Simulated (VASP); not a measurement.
Here is the system:

```
CELL_PARAMETERS angstrom
      2.21632     1.27959     7.23134
     -2.21632     1.27959     7.23134
      0.00000    -2.55918     7.23134
ATOMIC_POSITIONS crystal
  Te 0.50000 0.50000 0.50000
  Pb 0.74468 0.74468 0.74468
  Pb 0.25532 0.25532 0.25532
  Se 0.00000 0.00000 0.00000
```

Computed with PBEsol GGA with spin-orbit coupling, VASP's PBE PAW potentials (set 64) (plane waves; VASP). Settings: 400 eV cut-off, 5×5×5 Γ-centred mesh, Gaussian smearing of 0.050 eV, potentials Te Pb_d Se.

**Question.** What does the run give for the energy per atom (σ→0), band gap (over mesh and band path) with the smallest direct gap where there is one?

**Answer.** 
```
Quantity                                                Value
---------------------------------------------  --------------
band gap (over mesh and band path)                    0.04 eV
smallest direct gap (over mesh and band path)         0.07 eV
energy per atom (σ→0)                          -4.529 eV/atom
```

Total energies compare only between runs with the same potentials, cut-off and functional.

The structure comes from a computed database's TePb2Se entry (R-3m); how it stands against other phases isn't given here. It was relaxed first.
